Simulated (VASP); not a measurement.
Consider the following.

```yaml
crystal:
  lattice:
    - [0.00000, 3.39043, 3.39043]
    - [3.39043, 0.00000, 3.39043]
    - [3.39043, 3.39043, 0.00000]
  atoms:
    - { symbol: Rb, position: [0.00000, 0.00000, 0.00000] }
    - { symbol: Br, position: [0.50000, 0.50000, 0.50000] }
```

Method: PBEsol GGA, VASP's PBE PAW potentials (set 64) (plane waves; VASP 6.6.1). Numerical set-up: 520 eV cut-off, 7×7×7 Γ-centred mesh, Gaussian smearing of 0.050 eV, potentials Rb_sv Br.

Question: What does the run give for the energy per atom (σ→0), band gap (on the k-mesh) with the smallest direct gap where there is one?

Answer: 
* **band gap (on the k-mesh)**: 4.29 eV
* **smallest direct gap (on the k-mesh)**: 4.29 eV
* **energy per atom (σ→0)**: -3.176 eV/atom

The compound is RbBr in the rock salt structure. This cell is one point of a volume scan, at 0.97 of the reference volume.
